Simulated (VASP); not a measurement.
Pt2F, 3 atoms in the cell. Symmetry: Fm-3m, No. 225, cubic system. The conventional cell has a = 5.705 Å, b = 5.705 Å, c = 5.705 Å, α = 90.00°, β = 90.00°, γ = 90.00°. Around Pt (site symmetry -43m) lie 4 F at 2.47 Å. F (site symmetry m-3m) has 8 Pt at 2.47 Å as nearest neighbours. The cell was built by a generator and needn't be a form met in nature.

* Program: VASP 6.6.1
* Task: relaxation of cell and atoms
* Functional: PBE
* Potentials or basis: VASP PAW PBE potentials, release 64 (Pt_sv_GW, F_GW)
* Cutoff: 900 eV
* k mesh: 8 × 8 × 8
* Occupations: fermi-dirac, width 0.05 eV
* Spin: no spin polarisation
* Further INCAR settings: ALGO = Normal; EDIFF = 1e-06; IBRION = 2; EDIFFG = -0.005; NSW = 60; ISIF = 3

Potentials or basis: VASP PAW PBE potentials, release 64 (Pt_sv_GW, F_GW).

Command:

```sh
$ cat potpaw_PBE.64/Pt_sv_GW/POTCAR potpaw_PBE.64/F_GW/POTCAR > POTCAR
$ mpirun -np 1 vasp_std > vasp.out
```

Hardware: 1 thread of Intel(R) Xeon(R) Platinum 8488C (Sapphire Rapids) (shared host).

Question: Estimate the wall time of this run.

Answer: It took 2.9 min on 1 thread of Intel(R) Xeon(R) Platinum 8488C (Sapphire Rapids), on a shared host, peak memory 0.28 GiB. Counts: scf iterations 29, k points 29, ion steps 3.
